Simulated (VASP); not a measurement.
## A VASP study of YNiC2 (rev-vdW-DF2 + U): structure first, properties next

Aim: relax YNiC2 with rev-vdW-DF2 + U, compute its properties on that cell and hold them against experiment. The steps: magnetic start: ferromagnetic, magnetic start: antiferromagnetic, q = (0, 0, 1/2), magnetic start: antiferromagnetic, q = (1/2, 1/2, 1/2), magnetic start: antiferromagnetic, q = (1/2, 1/2, 0), the orders side by side, full relaxation (rev-vdW-DF2 + U), second relaxation, single point with fields (rev-vdW-DF2 + U), band structure (rev-vdW-DF2 + U), total and projected DOS (rev-vdW-DF2 + U), vibrations at Γ (rev-vdW-DF2 + U) and total energy, forces and stress (rev-vdW-DF2 + U) with a changed input. The start is a computed cell from the Materials Project.

Calculated with VASP 6.6.1; rev-vdW-DF2, DFT+U (Ni d 5 eV), spin-polarised from a ferromagnetic start (one magnetic atom a cell); plane waves and PAW (Y_sv, Ni, C), in the first sound run; inputs show where later runs differ.

The experiments to compare with:

For YNiC2, orthorhombic CeNiC2-type (arc-melted and annealed at 900 C), “Charge density wave and large non-saturating magnetoresistance in YNiC2 and LuNiC2” (2019, arxiv:1905.02919) gives, by powder XRD, LeBail refinement: lattice constant a (a, Amm2 setting) 3.5733 ± 0.0001 Å [measurement temperature not stated; if room temperature, sample is below its CDW …]; lattice constant b (b, Amm2 setting) 4.5082 ± 0.0001 Å [measurement temperature not stated; if room temperature, sample is below its CDW …]; lattice constant c (c, Amm2 setting) 6.0351 ± 0.0001 Å [measurement temperature not stated; if room temperature, sample is below its CDW …].

This is a report of a sequence of runs, with most program output left out.

### 1. Set-up

It takes space group Amm2 (No. 38, orthorhombic). The conventional cell has a = 3.611 Å, b = 4.486 Å, c = 5.982 Å, α = 90.00°, β = 90.00°, γ = 90.00°. Nearest to Y lie 8 C at 2.64 to 2.67 Å and 6 Ni at 2.95 Å. Nearest to Ni lie 4 C at 1.93 to 1.98 Å and 6 Y at 2.95 Å. Nearest to C lie 1 C at 1.37 Å and 2 Ni at 1.93 to 1.98 Å and 4 Y at 2.64 to 2.67 Å. Farther neighbours are not listed.

Coordinates:

```xyz
4
Lattice="3.6105 0.0000 0.0000 0.0000 2.2428 2.9912 0.0000 -2.2428 2.9912" Properties=species:S:1:pos:R:3 pbc="T T T"
Y     0.0000    0.0000    0.0188
Ni    1.8053    0.0000    3.6698
C     1.8053    0.6846    1.8140
C     1.8053   -0.6846    1.8140
```

### 2. Magnetic start: ferromagnetic

The properties of a magnet depend on its order, so a few collinear patterns are compared first on the cell as listed, beginning with all moments parallel. rev-vdW-DF2 revises the exchange of vdW-DF2 for solids. LUSE_VDW switches on a nonlocal correlation term for dispersion. A Hubbard U penalises fractional filling of the localised shell, which semilocal functionals favour.

INCAR reads:

```
SYSTEM = YNiC2
PREC = Accurate
ENCUT = 520
EDIFF = 1E-06
NELM = 100
ISMEAR = 0
SIGMA = 0.05
LREAL = .FALSE.
ALGO = Normal
GGA = MK
AGGAC = 0
LUSE_VDW = .TRUE.
PARAM1 = 0.1234
PARAM2 = 0.711357
ZAB_VDW = -1.8867
LASPH = .TRUE.
NBANDS = 23
ISPIN = 2
MAGMOM = 0 1 0 0
LDAU = .TRUE.
LDAUTYPE = 2
LDAUL = -1 2 -1
LDAUU = 0 5 0
LDAUJ = 0 0 0
LDAUPRINT = 1
LMAXMIX = 4
LORBIT = 11
LWAVE = .FALSE.
LCHARG = .FALSE.
KPAR = 8
ISIF = 2
```

POSCAR reads:

```
YNiC2
1.0
    3.6105177600      0.0000000000      0.0000000000
    0.0000000000      2.2427958100      2.9912346600
    0.0000000000     -2.2427958100      2.9912346600
Y Ni C
1 1 2
Direct
    0.0000000000      0.0031364700      0.0031364700
    0.5000000000      0.6134320900      0.6134320900
    0.5000000000      0.4558403800      0.1505910600
    0.5000000000      0.1505910600      0.4558403800
```

KPOINTS reads:

```
Automatic mesh
0
Gamma
6 6 6
0 0 0
```

The projector-augmented-wave data sets are Y_sv, Ni and C (PBE family, release 64).

Run with:

```
mpirun -np 8 vasp_std
```

The job ended after 72 s (8 MPI ranks of AMD EPYC 7R43, shared host; peak memory 3 GiB; 9.3 min of CPU time).

The k-mesh is coarse for a metal. A U on the itinerant d states of such a compound is hard to justify; it moves the bands at the Fermi level. The PAW data sets were made with PBE, which is usual practice but a small mismatch for other functionals. At this level the cell is under a tension of 3.7 GPa, so at these settings it is away from equilibrium.

Numbers from this step:

| Quantity | Value |
| --- | --- |
| SCF cycles | 16 |
| electrons | 29 |
| bands | 23 |
| irreducible k-points | 52 |
| symmetry operations | 4 |
| free energy (TOTEN) | -22.78 eV |
| energy at zero smearing | -22.78 eV |
| Fermi energy | 6.657 eV |
| pressure | -3.710 GPa |
| metallic, judged on the points sampled | yes |

The spin moment in the PAW sphere vanishes on all atoms.

Force by atom:

```csv
atom,x (eV/Å),y (eV/Å),z (eV/Å),size
Y1,0.000,0.000,-0.030,0.030
Ni2,0.000,0.000,-0.229,0.229
C3,0.000,-0.020,0.129,0.131
C4,0.000,0.020,0.129,0.131
```

The moments fall under 0.1 μB, and the mesh shows no gap.

### 3. Magnetic start: antiferromagnetic, q = (0, 0, 1/2)

This step: rev-vdW-DF2, DFT+U (Ni d 5 eV), spin-polarised from an antiferromagnetic start; plane waves and PAW (Y_sv, Ni, C) (VASP 6.6.1).

System of this step: YNiC2. It takes space group Amm2 (No. 38, orthorhombic). Conventional cell: a = 3.611 Å, b = 4.486 Å, c = 5.982 Å, α = 90.00°, β = 90.00°, γ = 90.00°. Nearest to Y lie 8 C at 2.64 to 2.67 Å and 6 Ni at 2.95 Å. Ni has 4 C at 1.93 to 1.98 Å and 6 Y at 2.95 Å nearest. Nearest to C lie 1 C at 1.37 Å and 2 Ni at 1.93 to 1.98 Å and 4 Y at 2.64 to 2.67 Å. C has 1 C at 1.37 Å and 2 Ni at 1.93 to 1.98 Å and 4 Y at 2.64 to 2.67 Å nearest. Farther neighbours are not listed.

Next, a pattern with opposite moments, which needs a doubled cell; q is given in the reciprocal vectors of the primitive cell.

INCAR, as its differences from that of step 2:

```diff
@@ -16,5 +16,5 @@
 LASPH = .TRUE.
-NBANDS = 23
+NBANDS = 41
 ISPIN = 2
-MAGMOM = 0 1 0 0
+MAGMOM = 0 0 1 -1 0 0 0 0
 LDAU = .TRUE.
```

POSCAR reads:

```
YNiC2
1.0
    3.6105177600      0.0000000000      0.0000000000
    0.0000000000      2.2427958100      2.9912346600
    0.0000000000     -4.4855916200      5.9824693200
Y Ni C
2 2 4
Direct
    0.0000000000      0.0031364700      0.0015682350
    0.0000000000      0.0031364700      0.5015682350
    0.5000000000      0.6134320900      0.3067160450
    0.5000000000      0.6134320900      0.8067160450
    0.5000000000      0.4558403800      0.0752955300
    0.5000000000      0.4558403800      0.5752955300
    0.5000000000      0.1505910600      0.2279201900
    0.5000000000      0.1505910600      0.7279201900
```

KPOINTS reads:

```
Automatic mesh
0
Gamma
6 6 3
0 0 0
```

Run with:

```
mpirun -np 8 vasp_std
```

Elapsed: 2.8 min, on 8 MPI ranks; peak memory 5.2 GiB.

Numbers from this step:

* SCF cycles: 17
* electrons: 58
* bands: 41
* irreducible k-points: 40
* symmetry operations: 2
* free energy (TOTEN): -45.56 eV
* energy at zero smearing: -45.55 eV
* pressure: -3.709 GPa

The spin moment in the PAW sphere vanishes on all atoms.

Force by atom:

```csv
atom,x (eV/Å),y (eV/Å),z (eV/Å),size
Y1,0.000,0.000,-0.030,0.030
Y2,0.000,0.000,-0.030,0.030
Ni3,0.000,0.000,-0.229,0.229
Ni4,0.000,0.000,-0.229,0.229
C5,0.000,-0.019,0.129,0.131
C6,0.000,-0.019,0.129,0.131
C7,0.000,0.019,0.129,0.131
C8,0.000,0.019,0.129,0.131
```

The energy lies -0.0 meV an atom from the first pattern, and both runs end without moments, so a difference comes from cell, mesh or thresholds alone. The moments fall under 0.1 μB, and the mesh shows no gap.

### 4. Magnetic start: antiferromagnetic, q = (1/2, 1/2, 1/2)

INCAR is that of step 3.

POSCAR reads:

```
YNiC2
1.0
    0.0000000000      4.4855916200      0.0000000000
   -3.6105177600     -2.2427958100     -2.9912346600
   -3.6105177600     -2.2427958100      2.9912346600
Y Ni C
2 2 4
Direct
    0.0000000000      0.9968635300      0.0031364700
    0.5000000000      0.4968635300      0.5031364700
    0.7500000000      0.1365679100      0.3634320900
    0.2500000000      0.6365679100      0.8634320900
    0.9026246600      0.4467842800      0.0532157200
    0.4026246600      0.9467842800      0.5532157200
    0.5973753400      0.4467842800      0.0532157200
    0.0973753400      0.9467842800      0.5532157200
```

KPOINTS reads:

```
Automatic mesh
0
Gamma
6 6 6
0 0 0
```

Run with:

```
mpirun -np 8 vasp_std
```

Run time: 3.7 min. Hardware: 8 MPI ranks; peak memory 5.8 GiB.

This step gave:

```
irreducible k-points    : 46
symmetry operations     : 4
free energy (TOTEN)     : -45.57 eV
energy at zero smearing : -45.56 eV
Fermi energy            : 6.625 eV
pressure                : -3.715 GPa
```

Force by atom:

```csv
atom,x (eV/Å),y (eV/Å),z (eV/Å),size
Y1,0.000,0.000,-0.022,0.022
Y2,0.000,0.000,-0.022,0.022
Ni3,0.000,0.000,-0.196,0.196
Ni4,0.000,0.000,-0.196,0.196
C5,0.000,-0.002,0.109,0.109
C6,0.000,-0.002,0.109,0.109
C7,0.000,0.002,0.109,0.109
C8,0.000,0.002,0.109,0.109
```

The energy lies -1.4 meV an atom from the first pattern, and both runs end without moments, so a difference comes from cell, mesh or thresholds alone. The moments fall under 0.1 μB, and the mesh shows no gap.

### 5. Magnetic start: antiferromagnetic, q = (1/2, 1/2, 0)

INCAR is that of step 4.

POSCAR reads:

```
YNiC2
1.0
    7.2210355200      0.0000000000      0.0000000000
    3.6105177600      2.2427958100      2.9912346600
    0.0000000000     -2.2427958100      2.9912346600
Y Ni C
2 2 4
Direct
    0.9984317650      0.0031364700      0.0031364700
    0.4984317650      0.0031364700      0.0031364700
    0.9432839550      0.6134320900      0.6134320900
    0.4432839550      0.6134320900      0.6134320900
    0.0220798100      0.4558403800      0.1505910600
    0.5220798100      0.4558403800      0.1505910600
    0.1747044700      0.1505910600      0.4558403800
    0.6747044700      0.1505910600      0.4558403800
```

KPOINTS is that of step 4.

Run with:

```
mpirun -np 8 vasp_std
```

Wall time 4.6 min (8 MPI ranks); peak memory 7 GiB.

This step gave:

```yaml
scf_cycles: 18
irreducible_k_points: 68
symmetry_operations: 2
free_energy_toten: -45.56 eV
fermi_energy: 6.635 eV
pressure: -3.668 GPa
```

Force by atom:

```csv
atom,x (eV/Å),y (eV/Å),z (eV/Å),size
Y1,0.000,-0.001,-0.017,0.017
Y2,0.000,-0.001,-0.017,0.017
Ni3,0.000,0.009,-0.203,0.203
Ni4,0.000,0.009,-0.203,0.203
C5,0.000,-0.028,0.104,0.108
C6,0.000,-0.028,0.104,0.108
C7,0.000,0.021,0.115,0.117
C8,0.000,0.021,0.115,0.117
```

The energy lies -0.6 meV an atom from the first pattern, and both runs end without moments, so a difference comes from cell, mesh or thresholds alone. The moments fall under 0.1 μB, and the mesh shows no gap.

### 6. The orders side by side

This step: collinear orders at rev-vdW-DF2, DFT+U (Ni d 5 eV); plane waves and PAW (VASP 6.6.1).

No new run; the numbers come from the runs before.

Patterns, by row:

```csv
start,atoms,energy less that of the first (meV/atom),largest site moment (μB),end state
ferromagnetic,4,0,0,non-magnetic
"antiferromagnetic, q = (0, 0, 1/2)",8,0,0,non-magnetic
"antiferromagnetic, q = (1/2, 1/2, 1/2)",8,-1.4,0,non-magnetic
"antiferromagnetic, q = (1/2, 1/2, 0)",8,-0.6,0,non-magnetic
```

All patterns lost their moments. Runs that ended non-magnetic differ by up to 1.4 meV an atom among themselves, which can come from the unlike meshes of the cells or from a run that isn't fully settled. The session goes on with moments started at or near zero.

### 7. Full relaxation (rev-vdW-DF2 + U)

This step: rev-vdW-DF2, DFT+U (Ni d 5 eV), zero-moment start; plane waves and PAW (Y_sv, Ni, C) (VASP 6.6.1).

System of this step: YNiC2. Symmetry: Amm2, No. 38, orthorhombic system. Conventional cell: a = 3.611 Å, b = 4.486 Å, c = 5.982 Å, α = 90.00°, β = 90.00°, γ = 90.00°. Y has 8 C at 2.64 to 2.67 Å and 6 Ni at 2.95 Å nearest. Nearest to Ni lie 4 C at 1.93 to 1.98 Å and 6 Y at 2.95 Å. Nearest to C lie 1 C at 1.37 Å and 2 Ni at 1.93 to 1.98 Å and 4 Y at 2.64 to 2.67 Å. Farther neighbours are not listed.

The start need not lie at this functional's minimum. ISIF = 3 frees volume, shape and positions, and EDIFFG sets the threshold on forces and stress at which the search stops.

INCAR, as its differences from that of step 5:

```diff
@@ -16,5 +16,5 @@
 LASPH = .TRUE.
-NBANDS = 41
+NBANDS = 22
 ISPIN = 2
-MAGMOM = 0 0 1 -1 0 0 0 0
+MAGMOM = 0 0 -0 -0
 LDAU = .TRUE.
@@ -30,2 +30,5 @@
 KPAR = 8
-ISIF = 2
+IBRION = 2
+NSW = 60
+ISIF = 3
+EDIFFG = -0.01
```

POSCAR reads:

```
YNiC2
1.0
    3.6105177600      0.0000000000      0.0000000000
    0.0000000000      2.2427958100      2.9912346600
    0.0000000000     -2.2427958100      2.9912346600
Y Ni C
1 1 2
Direct
    0.0000000000      0.0031364700      0.0031364700
    0.5000000000      0.6134320900      0.6134320900
    0.5000000000      0.4558403800      0.1505910600
    0.5000000000      0.1505910600      0.4558403800
```

KPOINTS reads:

```
Automatic mesh
0
Gamma
7 8 8
0 0 0
```

Run with:

```
mpirun -np 8 vasp_std
```

Elapsed: 9.4 min, on 8 MPI ranks; peak memory 3.8 GiB.

This run allows spin, but its moments start at zero, where symmetry between the spins tends to hold them, which is where the search above led. Its electron count is odd, so without a moment it is a metal by construction. The run keeps the 4 symmetry operations of its start, so it cannot find a distortion of lower symmetry.

Step by step:

```csv
step,energy less that of the first step (eV),largest force (eV/Å),pressure (GPa),volume (Å³)
1,0.0000,0.2064,-3.64,48.44
2,-0.0062,0.6237,3.52,46.54
3,-0.0143,0.3463,0.34,47.34
4,-0.0067,0.8471,0.26,46.81
5,-0.0173,0.1016,0.21,47.16
6,-0.0187,0.0196,0.15,47.17
7,-0.0187,0.0349,0.04,47.17
8,-0.0188,0.0174,-0.08,47.19
9,-0.0188,0.0185,-0.17,47.19
10,-0.0188,0.0591,0.22,47.13
11,-0.0189,0.0114,0.05,47.17
12,-0.0189,0.0112,-0.02,47.17
13,-0.0189,0.0112,0.12,47.17
14,-0.0189,0.0107,-0.10,47.17
15,-0.0189,0.0113,0.00,47.17
16,-0.0189,0.0050,0.06,47.17
```

```csv
"conventional cell, symmetrised",before,after,change
a (Å),3.611,3.545,-1.8 %
b (Å),4.486,4.470,-0.4 %
c (Å),5.982,5.954,-0.5 %
volume (Å³/atom),12.11,11.79,-2.6 %
```

The atoms that moved most (Å, as changes of fractional coordinates times the final cell):

```csv
atom,dx,dy,dz,length
Ni2,0.000,0.000,-0.011,0.011
C3,0.000,0.003,0.006,0.007
C4,0.000,-0.003,0.006,0.007
```

The relaxed structure:

```xyz
4
Lattice="3.5450 0.0000 0.0000 0.0000 2.2349 2.9770 0.0000 -2.2349 2.9770" Properties=species:S:1:pos:R:3 pbc="T T T"
Y     0.0000    0.0000    0.0173
Ni    1.7725    0.0000    3.6413
C     1.7725    0.6853    1.8116
C     1.7725   -0.6853    1.8116
```

Numbers from this step:

- electrons: 29
- bands: 22
- irreducible k-points: 84
- symmetry operations: 4
- free energy (TOTEN): -22.80 eV
- energy at zero smearing: -22.80 eV
- Fermi energy: 6.884 eV
- pressure: 0.05797 GPa
- SCF cycles over all ionic steps: 100

It ends with a largest force of 0.005 eV/Å and a pressure of 0.06 GPa.

### 8. Second relaxation

A relaxation keeps the plane waves of the cell it began with, so it is repeated from the new cell, on a basis made for it. The mesh changes with the cell too.

INCAR is that of step 7.

POSCAR reads:

```
YNiC2
1.0
    3.5450203805      0.0000000000      0.0000000000
    0.0000000000      2.2349354913      2.9770031447
    0.0000000000     -2.2349354913      2.9770031447
Y Ni C
1 1 2
Direct
    0.0000000000      0.0029092732      0.0029092732
    0.5000000000      0.6115651272      0.6115651272
    0.5000000000      0.4575730890      0.1509525106
    0.5000000000      0.1509525106      0.4575730890
```

KPOINTS reads:

```
Automatic mesh
0
Gamma
8 8 8
0 0 0
```

Run with:

```
mpirun -np 8 vasp_std
```

The job ended after 3.8 min (8 MPI ranks; peak memory 3.8 GiB).

Step by step:

```csv
step,energy less that of the first step (eV),largest force (eV/Å),pressure (GPa),volume (Å³)
1,0.0000,0.0358,0.08,47.17
2,-0.0001,0.0351,-0.04,47.21
3,-0.0001,0.0355,-0.02,47.21
4,-0.0001,0.0814,0.14,47.23
5,-0.0002,0.0083,-0.01,47.22
```

```csv
"conventional cell, symmetrised",before,after,change
a (Å),3.545,3.551,+0.2 %
b (Å),4.470,4.466,-0.1 %
c (Å),5.954,5.954,+0.0 %
volume (Å³/atom),11.79,11.80,+0.1 %
```

Final coordinates:

```
Y Ni C
1.0
     3.55128    0.00000    0.00000
     0.00000    2.23315    2.97704
     0.00000   -2.23315    2.97704
Y Ni C
1 1 2
Direct
  0.00000 0.00291 0.00291
  0.50000 0.61188 0.61188
  0.50000 0.45746 0.15075
  0.50000 0.15075 0.45746
```

Numbers from this step:

| Item | Value |
| --- | --- |
| irreducible k-points | 105 |
| free energy (TOTEN) | -22.79 eV |
| energy at zero smearing | -22.79 eV |
| Fermi energy | 6.826 eV |
| pressure | -0.01192 GPa |
| SCF cycles over all ionic steps | 36 |

It ends with a largest force of 0.008 eV/Å and a pressure of -0.01 GPa. The volume moved by only 0.10 %, so the volume is settled.

(Part 1 of 2 ends here.)

[Lines on the potential files, build, host, timing and source positions are cut from VASP's logs without a mark.]

[Logs are printed without paths, hosts, clocks, repeated set-up lines and the standing remarks that a program may print on its own settings, such as how far it seeks lower states.]

[Hosts, paths, dates, database ids (printed as entryN), source tags and the programs' standing remarks are cut or masked in the printed files.]

[A measured line is paired with the nearest computed mode of its activity, which favours agreement.]

[In band tables of VASP the shares of atoms and orbitals are scaled to a sum of 1 inside the atoms' spheres.]
